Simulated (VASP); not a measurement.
# NbAs2 under strain

Aim: follow the pressure of NbAs2 through compression, expansion and shear. All runs use LDA. Left out of this account: at least 1 further run (self-consistent run: a reference on another mesh). The start is a cell from a database of measured crystal structures.

Calculated with VASP 6.6.1; LDA; plane waves and PAW (Nb_sv, As).

The database entry behind the starting cell differs from later determinations by our own check (b about 0.4 % long), so it need not match the best structure at ambient conditions.

### Step 1. Starting point

It takes space group C2/m (No. 12, monoclinic). Conventional cell: a = 9.368 Å, b = 3.396 Å, c = 7.799 Å, α = 90.00°, β = 119.42°, γ = 90.00°. Nb has 8 As at 2.66 to 2.74 Å nearest. As has 5 Nb at 2.70 to 2.74 Å nearest. As has 1 As at 2.44 Å and 3 Nb at 2.66 to 2.67 Å nearest. Farther neighbours are not listed.

### Step 2. Bands, cell as listed

Levels along the symmetry lines show where the bands peak and cross; KPOINTS_OPT computes them in the converged potential. LDA, the lowest rung, knows the local density alone.

Input file INCAR:

```
SYSTEM = NbAs2
PREC = Accurate
ENCUT = 400
EDIFF = 1E-06
NELM = 100
ISMEAR = -1
SIGMA = 0.05
LREAL = .FALSE.
ALGO = Normal
GGA = CA
NBANDS = 39
LASPH = .TRUE.
LORBIT = 11
LWAVE = .FALSE.
LCHARG = .FALSE.
KPAR = 4
```

Input file POSCAR:

```
NbAs2
1.0
    0.0000000000     -3.3960000000      0.0000000000
   -4.6840000000      1.6980000000      0.0000000000
   -0.8530700972      1.6980000000     -6.7932596800
Nb As
2 4
Direct
    0.8426000000      0.8817000000      0.8035000000
    0.1574000000      0.1183000000      0.1965000000
    0.5941000000      0.2966000000      0.8916000000
    0.4059000000      0.7034000000      0.1084000000
    0.1400000000      0.7520000000      0.5280000000
    0.8600000000      0.2480000000      0.4720000000
```

Input file KPOINTS:

```
Automatic mesh
0
Gamma
10 10 10
0 0 0
```

Input file KPOINTS_OPT:

```
Line mode
16
Line-mode
Reciprocal
  0.00000000  -0.50000000   0.00000000 X
  0.00000000   0.00000000   0.00000000 GAMMA

  0.00000000   0.00000000   0.00000000 GAMMA
  0.00000000   0.00000000  -0.50000000 Y

  0.00000000  -0.50000000  -0.50000000 L
  0.00000000   0.00000000   0.00000000 GAMMA

  0.00000000   0.00000000   0.00000000 GAMMA
  0.50000000   0.00000000   0.00000000 Z

  0.50000000  -0.50000000   0.00000000 N
  0.00000000   0.00000000   0.00000000 GAMMA

  0.00000000   0.00000000   0.00000000 GAMMA
  0.50000000   0.00000000  -0.50000000 M

  0.50000000  -0.50000000  -0.50000000 R
  0.00000000   0.00000000   0.00000000 GAMMA
```

The projector-augmented-wave data sets are Nb_sv and As (LDA family, release 64).

Launch:

```console
> mpirun -np 4 vasp_std
```

Log:

```text
[banner, memory and clock lines left out]
running    4 mpi-ranks, on    1 nodes
 distrk:  each k-point on    1 cores,    4 groups
 distr:  one band on    1 cores,    1 groups

 POSCAR found type information on POSCAR NbAs
 POSCAR found :  2 types and       6 ions
 LDA part: xc-table for (Slater(with rela. corr.)+CA(PZ))
 , standard interpolation
 POSCAR, INCAR and KPOINTS ok, starting setup
 FFT: planning ... GRIDC
 FFT: planning ... GRID_SOFT
 FFT: planning ... GRID
 WAVECAR not read
 entering main loop
       N       E                     dE             d eps       ncg     rms          rms(c)
DAV:   1     0.330660551968E+03    0.33066E+03   -0.19068E+04 22252   0.917E+02
DAV:   2    -0.205172144966E+02   -0.35118E+03   -0.33333E+03 29817   0.346E+02
DAV:   3    -0.470923020209E+02   -0.26575E+02   -0.26036E+02 35488   0.740E+01
DAV:   4    -0.495149391243E+02   -0.24226E+01   -0.23992E+01 36671   0.179E+01
DAV:   5    -0.495570031353E+02   -0.42064E-01   -0.42056E-01 32535   0.246E+00    0.116E+01
DAV:   6    -0.479747532073E+02    0.15822E+01   -0.44572E+00 34640   0.143E+01    0.423E+00
DAV:   7    -0.477138433772E+02    0.26091E+00   -0.77186E-01 33718   0.571E+00    0.295E+00
DAV:   8    -0.476573435429E+02    0.56500E-01   -0.13202E-01 30992   0.217E+00    0.573E-01
DAV:   9    -0.476560297681E+02    0.13138E-02   -0.16201E-02 29591   0.585E-01    0.276E-01
DAV:  10    -0.476557196639E+02    0.31010E-03   -0.21045E-03 34288   0.285E-01    0.833E-02
DAV:  11    -0.476557243720E+02   -0.47082E-05   -0.20980E-04 31069   0.821E-02    0.256E-02
DAV:  12    -0.476557218549E+02    0.25172E-05   -0.20471E-05 27301   0.237E-02    0.693E-03
DAV:  13    -0.476557217442E+02    0.11067E-06   -0.23845E-06 21626   0.995E-03
   1 F= -.47655722E+02 E0= -.47653056E+02  d E =-.533248E-02
 Start KPOINTS_OPT (optional k-point list driver)
k-point batch [1-112\112]
       N       E                     dE             ncg
DAV:   1     0.182856426812E+05   -0.58636E+05     8880
DAV:   2    -0.218432049526E+05   -0.40129E+05    11701
DAV:   3    -0.250037738205E+05   -0.31606E+04    14128
DAV:   4    -0.252812908363E+05   -0.27752E+03    14195
DAV:   5    -0.252874001739E+05   -0.61093E+01    12716
DAV:   6    -0.252875179361E+05   -0.11776E+00    12646
DAV:   7    -0.252875215286E+05   -0.35925E-02    12465
DAV:   8    -0.252875216645E+05   -0.13587E-03    12454
DAV:   9    -0.252875216667E+05   -0.21979E-05     7311
DAV:  10    -0.252875216672E+05   -0.52267E-06     6941
```

Wall time 2.1 min (4 MPI ranks of Intel Xeon Platinum 8488C (Sapphire Rapids), shared host); peak memory 4 GiB; 8.5 min of CPU time.

The logs omit lines about the potential files and the build; timing stands in the text.

OUTCAR, selected parts (step 2):

```text
ion  position               nearest neighbor table
   1  0.843  0.882  0.803-   5 2.66   5 2.66   6 2.67   3 2.70   3 2.70   3 2.73   4 2.74   4 2.74
                             2 3.04
   2  0.157  0.118  0.197-   6 2.66   6 2.66   5 2.67   4 2.70   4 2.70   4 2.73   3 2.74   3 2.74
                             1 3.04
   3  0.594  0.297  0.892-   1 2.70   1 2.70   1 2.73   2 2.74   2 2.74
   4  0.406  0.703  0.108-   2 2.70   2 2.70   2 2.73   1 2.74   1 2.74
   5  0.140  0.752  0.528-   6 2.44   1 2.66   1 2.66   2 2.67   6 2.86   6 2.86
   6  0.860  0.248  0.472-   5 2.44   2 2.66   2 2.66   1 2.67   5 2.86   5 2.86

  LATTYP: Found a base centered monoclinic cell.
 ALAT       =     9.3680000000
 B/A-ratio  =     0.3625106746
 C/A-ratio  =     0.8325149445
 COS(beta)  =    -0.4912078347

 Subroutine GETGRP returns: Found  4 space group operations
 (whereof  4 operations were pure point group operations)

The static configuration has the point symmetry C_2h.

 Found    282 irreducible k-points:

   k-points           NKPTS =    282   k-points in BZ     NKDIM =    282   number of bands    NBANDS=     39

   dimension x,y,z NGX =    24 NGY =   32 NGZ =   48
   dimension x,y,z NGXF=    48 NGYF=   64 NGZF=   96

   ENCUT  =  400.0 eV  29.40 Ry    5.42 a.u.   5.54  8.12 11.50*2*pi/ulx,y,z

   NELECT =      46.0000    total number of electrons

 k-points in reciprocal lattice and weights: Automatic mesh
   0.00000000  0.00000000  0.00000000       0.001
   0.10000000  0.00000000  0.00000000       0.004
   0.20000000  0.00000000  0.00000000       0.004
   0.30000000  0.00000000  0.00000000       0.004
   0.40000000  0.00000000  0.00000000       0.004
   0.50000000  0.00000000  0.00000000       0.002
   0.00000000  0.10000000  0.00000000       0.002
   0.10000000  0.10000000  0.00000000       0.004
   0.20000000  0.10000000  0.00000000       0.004
[...]
0.00000000  0.40000000  0.50000000       0.002
   0.00000000  0.50000000  0.50000000       0.001

 average (electrostatic) potential at core
       1 -80.3072       2 -80.3072       3 -49.4941       4 -49.4941       5 -49.7152
       6 -49.7152

 E-fermi :   8.1897

 k-point     1 :       0.0000    0.0000    0.0000
  band No.  band energies     occupation
    ...
     19       6.4299      2.00000
     20       6.4384      2.00000
     21       7.0940      2.00000
     22       7.3338      2.00000
     23       8.0205      1.93434
     24       8.9678      0.00000
     25       9.3707      0.00000
     26      10.1158      0.00000
     27      11.0047      0.00000
     28      11.1434      0.00000
    ...

 k-point     2 :       0.1000    0.0000    0.0000
  band No.  band energies     occupation
    ...
     19       6.3894      2.00000
     20       6.4046      2.00000
     21       6.8807      2.00000
     22       7.0316      2.00000
     23       7.9845      1.96747
     24       9.1287      0.00000
     25       9.6395      0.00000
     26       9.7716      0.00000
     27      10.6503      0.00000
     28      11.1390      0.00000
    ...

 k-point     3 :       0.2000    0.0000    0.0000
  band No.  band energies     occupation
    ...
     19       5.9871      2.00000
     20       6.3476      2.00000
     21       6.6516      2.00000
     22       6.8052      2.00000
     23       7.7033      1.99988
     24       9.0972      0.00000
     25       9.3864      0.00000
     26      10.0865      0.00000
     27      10.4886      0.00000
     28      10.9810      0.00000
    ...

  Total       -3.0739779     -3.5006326     -3.3803158      0.0000000      0.0000000     -0.0610322
  in kB      -45.5772939    -51.9032232    -50.1193090      0.0000000      0.0000000     -0.9049134
  external PRESSURE =     -49.1999420 kB  Pullay stress =       0.0000000 kB

  energy-cutoff  :      400.00
  volume of cell :      108.06
      direct lattice vectors                 reciprocal lattice vectors
     0.000000000 -3.396000000  0.000000000    -0.106746371 -0.294464075 -0.060197590
    -4.684000000  1.698000000  0.000000000    -0.213492741  0.000000000  0.026809556
    -0.853070097  1.698000000 -6.793259680     0.000000000  0.000000000 -0.147204736

 POSITION                                       TOTAL-FORCE (eV/Angst)
 -----------------------------------------------------------------------------------
     -4.81532      0.00000     -5.45838        -0.022424      0.000000     -0.093290
     -0.72175     -0.00000     -1.33488         0.022424     -0.000000      0.093290
     -2.14987      0.00000     -6.05687         0.088786      0.000000     -0.135170
     -3.38720      0.00000     -0.73639        -0.088786     -0.000000      0.135170
     -3.97279      1.69800     -3.58684        -0.233890      0.000000     -0.095230
     -1.56428     -1.69800     -3.20642         0.233890     -0.000000      0.095230
 -----------------------------------------------------------------------------------
    total drift:                                0.000000     -0.000000      0.000000

  FREE ENERGIE OF THE ION-ELECTRON SYSTEM (eV)
  ---------------------------------------------------
  free  energy   TOTEN  =       -47.6557217442 eV

  energy  without entropy=      -47.6503892685  energy(sigma->0) =      -47.65305551

 total charge
# of ion       s       p       d       tot
------------------------------------------
    1        2.159   6.019   2.498  10.676
    2        2.159   6.019   2.498  10.676
    3        1.234   1.525   0.055   2.814
    4        1.234   1.525   0.055   2.814
    5        1.244   1.503   0.062   2.809
    6        1.244   1.503   0.062   2.809
--------------------------------------------------
tot          9.274  18.094   5.230  32.598

[... 3 further parts left out ...]
```

Spin-orbit coupling is off here; it would split degenerate levels. The cell is typed on its shortest vectors, so the axes of tensors and the coordinates of k-points follow the printed cell and not the standard setting. At this level the cell is under a tension of 4.9 GPa, so at these settings it is away from equilibrium.

Numbers from this step:

| Quantity | Value |
| --- | --- |
| SCF cycles | 13 |
| electrons | 46 |
| bands | 39 |
| irreducible k-points | 282 |
| symmetry operations | 4 |
| free energy (TOTEN) | -47.66 eV |
| energy at zero smearing | -47.65 eV |
| Fermi energy | 8.190 eV |
| pressure | -4.920 GPa |
| metallic, judged on the points sampled | yes |

The electronic bands at the labelled points (eV, zero at the Fermi level; # counts the bands kept in this run, so #1 is VASP's band 12):

```
          point     #9    #10    #11    #12   #13   #14   #15   #16
              X  -0.93  -0.77  -0.70   0.08  0.52  1.19  1.32  1.98
0.47 of the way  -1.55  -1.02  -0.60  -0.57  0.81  1.34  1.77  2.23
              Γ  -1.75  -1.10  -0.86  -0.17  0.78  1.18  1.93  2.81
0.47 of the way  -1.59  -0.87  -0.85  -0.59  0.89  1.46  1.63  2.73
              Y  -1.73  -1.30  -0.58  -0.21  0.06  2.06  2.13  2.16
      jump to L  -0.91  -0.81  -0.22  -0.12  0.51  0.74  1.86  2.23
0.53 of the way  -1.33  -1.27  -0.99  -0.53  0.97  1.47  1.71  1.73
              Γ  -1.75  -1.10  -0.86  -0.17  0.78  1.18  1.93  2.81
0.47 of the way  -1.95  -1.59  -1.47  -0.62  0.87  1.27  1.93  2.34
              Z  -2.17  -1.85  -1.43  -1.02  1.47  1.99  2.23  2.52
      jump to N  -1.83  -1.74  -1.36  -0.71  0.50  1.27  1.94  2.51
0.53 of the way  -2.03  -1.69  -1.26  -0.89  0.86  1.11  1.92  2.28
              Γ  -1.75  -1.10  -0.86  -0.17  0.78  1.18  1.93  2.81
0.47 of the way  -2.03  -1.69  -1.26  -0.89  0.86  1.11  1.92  2.28
              M  -1.83  -1.74  -1.36  -0.71  0.50  1.27  1.94  2.51
      jump to R  -2.17  -1.85  -1.43  -1.02  1.47  1.99  2.23  2.52
0.53 of the way  -1.95  -1.59  -1.47  -0.62  0.87  1.27  1.93  2.34
              Γ  -1.75  -1.10  -0.86  -0.17  0.78  1.18  1.93  2.81
```

Of the projections kept (Nb, As), the largest for each band there, as a share of the weight inside these atoms' spheres; weight between the spheres isn't counted:

```
point       #9      #10      #11      #12      #13      #14      #15      #16
    X  Nb 0.67  As 0.69  Nb 0.54  Nb 0.72  Nb 0.84  As 0.56  As 0.65  Nb 0.56
    Γ  Nb 0.56  Nb 0.63  Nb 0.52  As 0.60  Nb 0.91  Nb 0.72  As 0.84  Nb 0.63
    Y  Nb 0.54  Nb 0.68  As 0.66  Nb 0.55  Nb 0.63  Nb 0.64  Nb 0.73  Nb 0.72
    L  Nb 0.69  As 0.91  Nb 0.71  Nb 0.66  Nb 0.79  Nb 0.95  As 0.95  As 0.58
    Γ  Nb 0.56  Nb 0.63  Nb 0.52  As 0.60  Nb 0.91  Nb 0.72  As 0.84  Nb 0.63
    Z  Nb 0.59  Nb 0.59  Nb 0.63  As 0.51  Nb 0.73  As 0.69  Nb 0.72  Nb 0.77
```

Force by atom:

```
atom  x (eV/Å)  y (eV/Å)  z (eV/Å)   size
 Nb1    -0.022     0.000    -0.093  0.096
 Nb2     0.022     0.000     0.093  0.096
 As3     0.089     0.000    -0.135  0.162
 As4    -0.089     0.000     0.135  0.162
 As5    -0.234     0.000    -0.095  0.253
 As6     0.234     0.000     0.095  0.253
```

There is no gap at this level.

(Continued in part 2 of 4.)

[Lines on the potential files, build, host, timing and source positions are cut from VASP's logs without a mark.]

[Logs are printed without paths, hosts, clocks, repeated set-up lines and the standing remarks that a program may print on its own settings, such as how far it seeks lower states.]

[Hosts, paths, dates, database ids (printed as entryN), source tags and the programs' standing remarks are cut or masked in the printed files.]

[A measured line is paired with the nearest computed mode of its activity, which favours agreement.]

[In band tables of VASP the shares of atoms and orbitals are scaled to a sum of 1 inside the atoms' spheres.]
